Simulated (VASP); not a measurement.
# GaGeO3 (R-3c) in VASP: notebook, part 2 of 2

VASP 6.6.1.

### 3 Single point, PBE

The input, INCAR:

```
SYSTEM = GaGeO3
PREC = Accurate ; ENCUT = 520
EDIFF = 1E-6 ; ISMEAR = 0
SIGMA = 0.0885 ; LREAL = .False.
LASPH = .True. ; NELM = 100
ALGO = Fast ; ISIF = 2
LWAVE = .False. ; LCHARG = .False.
GGA = PE ; NBANDS = 56
NELECT = 89.0
```

The input, KPOINTS:

```
Automatic mesh
0
Gamma
  4 4 4
  0 0 0
```

The input, POSCAR:

```
GaGeO3
1.0
    2.4826130000      4.3000060000      0.0000000000
   -2.4826130000      4.3000060000      0.0000000000
    0.0000000000     -2.8666700000      5.1387510000
Ga Ge O
2 2 6
Direct
    0.0000000000      0.0000000000      0.0000000000
    0.5000000000      0.5000000000      0.5000000000
    0.2500000000      0.2500000000      0.7500000000
    0.7500000000      0.7500000000      0.2500000000
    0.5520100000      0.2500000000      0.7500000000
    0.9479900000      0.5520100000      0.7500000000
    0.2500000000      0.9479900000      0.7500000000
    0.4479900000      0.7500000000      0.2500000000
    0.0520100000      0.4479900000      0.2500000000
    0.7500000000      0.0520100000      0.2500000000
```

Potentials or basis: VASP PAW PBE potentials, release 64 (Ga_d, Ge_d, O).

Command:

```sh
$ cat potpaw_PBE.64/Ga_d/POTCAR potpaw_PBE.64/Ge_d/POTCAR potpaw_PBE.64/O/POTCAR > POTCAR
$ mpirun -np 1 vasp_std > vasp.out
```

OUTCAR:

```text
SYSTEM = GaGeO3
   PREC = Accurate
   ENCUT = 520
   EDIFF = 1E-6
   ISMEAR = 0
   LREAL = .False.
   LASPH = .True.
   NELM = 100
   ISIF = 2
   GGA = PE
   NELECT = 89.0

 ion  position               nearest neighbor table
   1  0.000  0.000  0.000-   7 2.16  10 2.16   9 2.16   6 2.16   5 2.16   8 2.16
   2  0.500  0.500  0.500-   5 2.16   8 2.16   6 2.16   9 2.16   7 2.16  10 2.16
   3  0.250  0.250  0.750-   5 1.50   7 1.50   6 1.50
   4  0.750  0.750  0.250-   8 1.50  10 1.50   9 1.50
   5  0.552  0.250  0.750-   3 1.50   2 2.16   1 2.16
   6  0.948  0.552  0.750-   3 1.50   2 2.16   1 2.16
   7  0.250  0.948  0.750-   3 1.50   1 2.16   2 2.16
   8  0.448  0.750  0.250-   4 1.50   2 2.16   1 2.16
   9  0.052  0.448  0.250-   4 1.50   2 2.16   1 2.16
  10  0.750  0.052  0.250-   4 1.50   1 2.16   2 2.16

  LATTYP: Found a trigonal (rhomboedric) cell.
 ALAT       =     5.8842655648
 COS(alpha) =     0.6439889184

  Lattice vectors:

 A1 = (   2.4826130000,   1.4333360000,   5.1387510000)
 A2 = (  -2.4826130000,   1.4333360000,   5.1387510000)
 A3 = (   0.0000000000,  -2.8666700000,   5.1387510000)

Analysis of symmetry for initial positions (statically):
=====================================================================
 Subroutine PRICEL returns:
 Original cell was already a primitive cell.

 Routine SETGRP: Setting up the symmetry group for a
 trigonal (rhombohedral) supercell.

 Subroutine GETGRP returns: Found 12 space group operations
 (whereof  6 operations were pure point group operations)
 out of a pool of 12 trial point group operations.

The static configuration has the point symmetry S_6 .
 The point group associated with its full space group is D_3d.

Analysis of symmetry for dynamics (positions and initial velocities):
=====================================================================
 Subroutine PRICEL returns:
 Original cell was already a primitive cell.

 Routine SETGRP: Setting up the symmetry group for a
 trigonal (rhombohedral) supercell.

 Subroutine GETGRP returns: Found 12 space group operations
 (whereof  6 operations were pure point group operations)
 out of a pool of 12 trial point group operations.

The dynamic configuration has the point symmetry S_6 .
 The point group associated with its full space group is D_3d.

 Subroutine INISYM returns: Found 12 space group operations
 (whereof  6 operations are pure point group operations),
 and found     1 'primitive' translations

----------------------------------------------------------------------------------------

                                     Primitive cell

  volume of cell :     109.7149

  direct lattice vectors                    reciprocal lattice vectors
     2.482613000  4.300006000  0.000000000     0.201400702  0.116278908  0.064866590
    -2.482613000  4.300006000  0.000000000    -0.201400702  0.116278908  0.064866590
     0.000000000 -2.866670000  5.138751000     0.000000000  0.000000000  0.194599816

  length of vectors
     4.965220932  4.965220932  5.884263652     0.241434673  0.241434673  0.194599816

  position of ions in fractional coordinates (direct lattice)
     0.000000000  0.000000000  0.000000000
     0.500000000  0.500000000  0.500000000
     0.250000000  0.250000000  0.750000000
     0.750000000  0.750000000  0.250000000
     0.552010000  0.250000000  0.750000000
[... 62 lines left out ...]
   total plane-waves  NPLWV =  76800
   dimension x,y,z NGX =    40 NGY =   40 NGZ =   48
   dimension x,y,z NGXF=    80 NGYF=   80 NGZF=   96
   ions per type =               2   2   6
   NGX,Y,Z   is equivalent  to a cutoff of  13.39, 13.39, 13.56 a.u.
   NGXF,Y,Z  is equivalent  to a cutoff of  26.79, 26.79, 27.12 a.u.
 SYSTEM =  GaGeO3
   PREC   = accura    normal or accurate (medium, high low for compatibility)
   ISTART =      0    job   : 0-new  1-cont  2-samecut
   ICHARG =      2    charge: 1-file 2-atom 10-const
   ISPIN  =      1    spin polarized calculation?
   LNONCOLLINEAR =      F non collinear calculations
   LSORBIT =      F    spin-orbit coupling
   LASPH  =      T    aspherical Exc in radial PAW
   ENCUT  =  520.0 eV  38.22 Ry    6.18 a.u.   9.23  9.23 10.94*2*pi/ulx,y,z
   NELM   =    100;   NELMIN=  2; NELMDL= -5     # of ELM steps
   EDIFF  = 0.1E-05   stopping-criterion for ELM
   LREAL  =      F    real-space projection
   EDIFFG = 0.1E-04   stopping-criterion for IOM
   NSW    =      0    number of steps for IOM
   IBRION =     -1    ionic relax: 0-MD 1-quasi-New 2-CG
   NFREE  =      0    steps in history (QN), initial steepest desc. (CG)
   ISIF   =      2    stress and relaxation
   ISYM   =      2    0-nonsym 1-usesym 2-fastsym
   POTIM  = 0.5000    time-step for ionic-motion
   TEBEG  =    0.0;   TEEND  =   0.0 temperature during run
   PSTRESS=    0.0 pullay stress
   NELECT =      89.0000    total number of electrons
   NUPDOWN=      -1.0000    fix difference up-down
   EMIN   =  10.00;   EMAX   =-10.00  energy-range for DOS
   EFERMI =   0.00;   METHOD = LEGACY
   ISMEAR =     0;   SIGMA  =   0.09  broadening in eV -4-tet -1-fermi 0-gaus
   EFERMI_NEDOS =   21; number of points for ismear=-14 and -15
   IALGO  =     68    algorithm
   IMIX   =      4    mixing-type and parameters
     AMIX     =   0.40;   BMIX     =  1.00
     AMIX_MAG =   1.60;   BMIX_MAG =  1.00
  volume/ion in A,a.u.               =      10.97        74.04
  Fermi-wavevector in a.u.,A,eV,Ry     =   1.526803  2.885239 31.716905  2.331127
  Thomas-Fermi vector in A             =   2.634786
   LORBIT       =      0    0 simple, 1 ext, 2 COOP (PROOUT), +10 PAW based schemes
   GGA     = PE    functional components
   LHFCALC =     F    Hartree Fock is set to
   AEXX    =    0.0000 exact exchange contribution
   IVDW    =     0    specifies the selected vdW correction
   LEPSILON=     F    determine dielectric tensor
   LRPA    =     F    only Hartree local field effects (RPA)
 non-spin polarized calculation
 RMM-DIIS sequential band-by-band and
 Gauss-broadening in eV      SIGMA  =   0.09
  energy-cutoff  :      520.00
  volume of cell :      109.71
 maximum number of plane-waves:      2982
 NGX is ok and might be reduce to    40
   NGX = 19   NGY = 19   NGZ = 21

 number of electron      89.0000003 magnetization

 Free energy of the ion-electron system (eV)
  ---------------------------------------------------
  ext. energy  EPLUGINS =         0.00000000
  ---------------------------------------------------
  free energy    TOTEN  =       -55.43532904 eV

  energy without entropy =      -55.43051041  energy(sigma->0) =      -55.43291973

 E-fermi :   7.4330     XC(G=0): -11.2413

 val. band max:        7.4330012249   @ k =  -0.2500   0.2500   0.0000
 cond. band min:       7.6345597077   @ k =   0.5000   0.2500  -0.0000
 fundamental gap:      0.2015584828
 Fermi energy:         7.4330482670

 k-point     1 :       0.0000    0.0000    0.0000
  band No.  band energies     occupation
      1     -19.8407      2.00000
      2     -19.8041      2.00000
      3     -19.7413      2.00000
      4     -19.7413      2.00000
      5     -19.7375      2.00000
      6     -19.7375      2.00000
[... 756 lines left out ...]
     55      15.0381      0.00000
     56      15.0484      0.00000

------------------------ aborting loop because EDIFF is reached ----------------------------------------

  FORCE on cell =-STRESS in cart. coord.  units (eV):
  Direction    XX          YY          ZZ          XY          YZ          ZX
  --------------------------------------------------------------------------------------
  -------------------------------------------------------------------------------------
  Total       50.4580056     50.4578682    -12.5226509      0.0000000     -0.0000016      0.0000000
  in kB      736.8430743    736.8410689   -182.8694671      0.0000000     -0.0000237      0.0000000
  external PRESSURE =     430.2715587 kB  Pullay stress =       0.0000000 kB

 VOLUME and BASIS-vectors are now :
 -----------------------------------------------------------------------------
  energy-cutoff  :      520.00
  volume of cell :      109.71
      direct lattice vectors                 reciprocal lattice vectors
     2.482613000  4.300006000  0.000000000     0.201400702  0.116278908  0.064866590
    -2.482613000  4.300006000  0.000000000    -0.201400702  0.116278908  0.064866590
     0.000000000 -2.866670000  5.138751000     0.000000000  0.000000000  0.194599816

 POSITION                                       TOTAL-FORCE (eV/Angst)
 -----------------------------------------------------------------------------------
      0.00000      0.00000      0.00000        -0.000000      0.000000      0.000000
      0.00000      2.86667      2.56938        -0.000000      0.000000      0.000000
      0.00000      0.00000      3.85406         0.000000      0.000000     -0.000000
      0.00000      5.73334      1.28469         0.000000      0.000000      0.000000
      0.74977      1.29865      3.85406         6.746249     11.684831      0.000000
      0.98307      4.30001      3.85406       -13.492499      0.000000      0.000000
     -1.73284      3.00136      3.85406         6.746249    -11.684831      0.000000
     -0.74977      4.43470      1.28469        -6.746249    -11.684831      0.000000
     -0.98307      1.43334      1.28469        13.492499      0.000000     -0.000000
      1.73284      2.73198      1.28469        -6.746249     11.684831     -0.000000
 -----------------------------------------------------------------------------------
    total drift:                                0.000000     -0.000000      0.000000

  FREE ENERGIE OF THE ION-ELECTRON SYSTEM (eV)
  ---------------------------------------------------
  free  energy   TOTEN  =       -55.4353290426 eV

  energy  without entropy=      -55.4305104150  energy(sigma->0) =      -55.43291973
```

Run time: 4.1 min. Hardware: 1 thread of AMD EPYC 7R13 (Zen 3), shared host; peak memory 0.26 GiB.

Results:

```yaml
Free_energy: -55.4353 eV
Largest_force: 13.492 eV/Å
Band_gap_on_the_k_mesh: none (metal or under the smearing width)
```

Forces in eV/Å, atoms in the order of the input:
```
Ga    0.000   0.000   0.000
Ga    0.000   0.000   0.000
Ge    0.000   0.000   0.000
Ge    0.000   0.000   0.000
O     6.746  11.685   0.000
O   -13.492   0.000   0.000
O     6.746 -11.685   0.000
O    -6.746 -11.685   0.000
O    13.492   0.000   0.000
O    -6.746  11.685   0.000
```

Levels at points of the mesh, in eV from the Fermi level:
```
           k point  band 41  band 42  band 43  band 44  band 45  band 46  band 47  band 48  band 49  band 50
(0.00, 0.00, 0.00)    -4.71    -4.71    -4.30    -4.30    -2.36     1.51     2.33     3.59     3.87     4.60
(0.50, 0.00, 0.00)    -5.16    -5.16    -4.59    -4.59     0.22     0.22     2.68     2.68     3.64     3.64
(0.50, 0.50, 0.00)    -5.13    -5.08    -4.77    -4.67     0.43     0.82     2.15     2.99     3.48     4.02
(0.00, 0.00, 0.50)    -4.60    -4.60    -4.60    -4.60    -0.50    -0.50     2.76     2.76     4.60     4.61
```

Caveat: the k mesh is coarse (spacing up to 0.38 Å⁻¹), so the values aren't converged; the cell carries a net charge on a neutralising background, which shifts energy and pressure; the cell is charged against a uniform background, so pressure and absolute levels hang on convention; a pressure of tens of GPa on the cell as given is suspect, and the run, the potentials or the cell itself is likely at fault; an odd number of electrons without spin polarisation forces a metal; a magnetic or distorted state may lie lower.
